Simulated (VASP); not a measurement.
Data:

```xyz
6
Lattice="4.4525 0.0000 0.0000 0.0000 4.4525 0.0000 0.0000 0.0000 3.1478" Properties=species:S:1:pos:R:3 pbc="T T T"
Ir     0.0000     0.0000     0.0000
Ir     2.2262     2.2262     1.5739
O      1.3755     1.3755     0.0000
O      3.6018     0.8507     1.5739
O      0.8507     3.6018     1.5739
O      3.0769     3.0769     0.0000
```

All values below come from LDA (Ceperley-Alder, Perdew-Zunger), VASP's LDA PAW potentials (set 64) (plane waves; VASP). Run with 520 eV cut-off, 8×8×11 Γ-centred mesh, tetrahedra with Blöchl corrections, potentials Ir O.

The cores are frozen, which limits the accuracy of field gradients.

**Question.** Give the principal components of the electric field gradient (V/Å²) and the asymmetry η at each nucleus.

**Answer.** 
```csv
atom,Vxx,Vyy,Vzz,η
Ir1,-202.3,-32.9,235.2,0.72
Ir2,-202.3,-32.9,235.2,0.72
O3,53.1,40.4,-93.5,0.14
O4,53.1,40.4,-93.5,0.14
O5,53.1,40.4,-93.5,0.14
O6,53.1,40.4,-93.5,0.14
```

The compound is IrO2 in the rutile structure. It was relaxed first.
